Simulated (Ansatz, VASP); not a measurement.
# Cross-check of Y (Y(0001)) between VASP and Ansatz, part 2 of 2

Wanted: the spread between two codes on one cell, functional and k mesh.  Other levels of theory on this material are compared in a session of their own.

VASP 6.6.1 and Ansatz 0.2.0.

So far: Set-up; Ansatz: single point, r2SCAN; VASP: single point, r2SCAN.

## 3. VASP: single point, r2SCAN (continued)

Level of this step: r2SCAN; plane waves and PAW (Y_sv) (VASP).

Numbers of over 12 decimals in the logs are rounded to 6 here.

Parts of OUTCAR (step 3):

```text
ion  position               nearest neighbor table
   1  0.000  0.000  0.256-   2 3.56   2 3.56   2 3.56
   2  0.667  0.667  0.337-   1 3.56   1 3.56   1 3.56   3 3.56   3 3.56   3 3.56
   3  0.000  0.000  0.419-   4 3.56   4 3.56   4 3.56   2 3.56   2 3.56   2 3.56
   4  0.667  0.667  0.500-   3 3.56   5 3.56   3 3.56   5 3.56   3 3.56   5 3.56
   5  0.000  0.000  0.581-   4 3.56   4 3.56   4 3.56   6 3.56   6 3.56   6 3.56
   6  0.667  0.667  0.663-   7 3.56   7 3.56   7 3.56   5 3.56   5 3.56   5 3.56
   7  0.000  0.000  0.744-   6 3.56   6 3.56   6 3.56

  LATTYP: Found a hexagonal cell.
 ALAT       =     3.6500000000
 C/A-ratio  =     9.6445068493

 Subroutine GETGRP returns: Found 12 space group operations
 (whereof 12 operations were pure point group operations)

The static configuration has the point symmetry D_3h.

 Found     12 irreducible k-points:

   k-points           NKPTS =     12   k-points in BZ     NKDIM =     12   number of bands    NBANDS=     47

   dimension x,y,z NGX =    18 NGY =   18 NGZ =  162
   dimension x,y,z NGXF=    36 NGYF=   36 NGZF=  324

   ENCUT  =  350.0 eV  25.72 Ry    5.07 a.u.   5.57  5.57 53.70*2*pi/ulx,y,z

   NELECT =      77.0000    total number of electrons

 k-points in reciprocal lattice and weights: Automatic mesh
   0.00000000  0.00000000  0.00000000       0.012
   0.11111111 -0.00000000  0.00000000       0.074
   0.22222222 -0.00000000  0.00000000       0.074
   0.33333333  0.00000000  0.00000000       0.074
   0.44444444 -0.00000000  0.00000000       0.074
   0.22222222  0.11111111  0.00000000       0.074
   0.33333333  0.11111111  0.00000000       0.148
   0.44444444  0.11111111  0.00000000       0.148
  -0.44444444  0.11111111  0.00000000       0.074
   0.44444444  0.22222222  0.00000000       0.074
  -0.44444444  0.22222222  0.00000000       0.148
  -0.33333333  0.33333333  0.00000000       0.025

 dipolmoment           0.000000      0.000000      0.000000 electrons x Angstroem

 average (electrostatic) potential at core
       1 -45.1012       2 -44.4064       3 -44.4951       4 -44.5121       5 -44.4951
       6 -44.4064       7 -45.1012

 E-fermi :   0.4219

 k-point     1 :       0.0000    0.0000    0.0000
  band No.  band energies     occupation
    ...
     31      -3.6797      2.00000
     32      -3.1267      2.00000
     33      -2.4828      2.00000
     34      -1.9076      2.00000
     35      -1.5730      2.00000
     36       0.5398     -0.07023
     37       0.5440     -0.07091
     38       1.0773     -0.00000
     39       1.0930     -0.00000
     40       1.3438     -0.00000
    ...

 k-point     2 :       0.1111   -0.0000    0.0000
  band No.  band energies     occupation
    ...
     31      -3.4274      2.00000
     32      -2.8822      2.00000
     33      -2.2437      2.00000
     34      -1.6666      2.00000
     35      -1.3278      2.00000
     36       0.5437     -0.07090
     37       0.5473     -0.07067
     38       0.8485     -0.00000
     39       0.9038     -0.00000
     40       1.2244     -0.00000
    ...

 k-point     3 :       0.2222   -0.0000    0.0000
  band No.  band energies     occupation
    ...
     34      -1.0813      2.00000
     35      -0.7453      2.00000
     36       0.3361      2.00700
     37       0.3607      1.85062
     38       0.4219      1.00001
     39       0.6273     -0.01338
     40       0.9548     -0.00000
     41       1.0519     -0.00000
     42       1.1238     -0.00000
     43       1.1737     -0.00000
    ...

  Total       -0.4339582     -0.4339582     -0.5372365      0.0000000     -0.0000000     -0.0000000
  in kB       -1.7118638     -1.7118638     -2.1192725      0.0000000     -0.0000000     -0.0000000
  external PRESSURE =      -1.8476667 kB  Pullay stress =       0.0000000 kB

  energy-cutoff  :      350.00
  volume of cell :      406.15
      direct lattice vectors                 reciprocal lattice vectors
     3.650000000  0.000000000  0.000000000     0.273972603 -0.158178156  0.000000000
     1.825000000  3.160992724  0.000000000     0.000000000  0.316356312  0.000000000
     0.000000000  0.000000000 35.202450000     0.000000000  0.000000000  0.028407114

 POSITION                                       TOTAL-FORCE (eV/Angst)
 -----------------------------------------------------------------------------------
      0.00000      0.00000      9.00000        -0.000000     -0.000000      0.073464
      3.65000      2.10733     11.86707        -0.000000      0.000000     -0.084708
      0.00000      0.00000     14.73415         0.000000      0.000000      0.024471
      3.65000      2.10733     17.60122         0.000000     -0.000000      0.000000
      0.00000      0.00000     20.46830         0.000000      0.000000     -0.024471
      3.65000      2.10733     23.33538        -0.000000      0.000000      0.084708
      0.00000      0.00000     26.20245        -0.000000     -0.000000     -0.073464
 -----------------------------------------------------------------------------------
    total drift:                               -0.000001     -0.000000      0.000000

  FREE ENERGIE OF THE ION-ELECTRON SYSTEM (eV)
  ---------------------------------------------------
  free  energy   TOTEN  =      -140.2866213913 eV

  energy  without entropy=     -140.2771674063  energy(sigma->0) =     -140.28347006

 vacuum level on the upper side and lower side of the slab         3.703         3.703

 total charge
# of ion       s       p       d       f       tot
--------------------------------------------------
    1        2.276   6.168   0.850   0.005   9.299
    2        2.263   6.270   0.864   0.006   9.403
    3        2.267   6.254   0.876   0.006   9.403
    4        2.267   6.258   0.871   0.006   9.402
    5        2.267   6.254   0.876   0.006   9.403
    6        2.263   6.270   0.864   0.006   9.403
    7        2.276   6.168   0.850   0.005   9.299
--------------------------------------------------
tot         15.877  43.643   6.051   0.042  65.613

[... 3 further parts left out ...]
```

## 4. Comparison

Known differences besides the potentials themselves: VASP keeps PBE cores, Ansatz makes them for the functional; the cutoff is 500 eV in Ansatz and 350 eV in VASP (PREC = Normal). Total energies have different zeros and are not compared.

Compared:

```csv
quantity,Ansatz,VASP,difference
"work function, lower of the two faces (eV)",3.28,3.28,0.00
"work function, higher of the two faces (eV)",3.28,3.28,0.00
```

Forces (eV/Å; atoms numbered as in POSCAR):

| atom | Ansatz x, y, z | VASP x, y, z |
| --- | --- | --- |
| Y1 | 0.000, 0.000, 0.084 | 0.000, 0.000, 0.073 |
| Y2 | 0.000, 0.000, -0.091 | 0.000, 0.000, -0.085 |
| Y3 | 0.000, 0.000, 0.025 | 0.000, 0.000, 0.024 |
| Y4 | 0.000, 0.000, 0.000 | 0.000, 0.000, 0.000 |
| Y5 | 0.000, 0.000, -0.025 | 0.000, 0.000, -0.024 |
| Y6 | 0.000, 0.000, 0.091 | 0.000, 0.000, 0.085 |
| Y7 | 0.000, 0.000, -0.084 | 0.000, 0.000, -0.073 |

The forces differ by 3.9 meV/Å r.m.s., which is 10.9 % of the r.m.s. force of 0.04 eV/Å (both taken over all components). VASP's log warns that it found no field-free region in the vacuum, so its work functions are uncertain.

## 5. What came out

| Property | Result |
| --- | --- |
| r.m.s. force difference (single point, r2SCAN) | 3.9 meV/Å |

The r.m.s. force difference is 3.9 meV/Å (single point, r2SCAN), within the 12 meV/Å picked in this series as the mark of a large difference. 3 further runs of this series are not shown here. How closely two codes agree says nothing of how well the functional describes the real material.

[Lines on the potential files, build, host, timing and source positions are cut from VASP's logs without a mark.]

[Logs are printed without paths, hosts, clocks, repeated set-up lines and the standing remarks that a program may print on its own settings, such as how far it seeks lower states.]

[Hosts, paths, dates, database ids (printed as entryN), source tags and the programs' standing remarks are cut or masked in the printed files.]
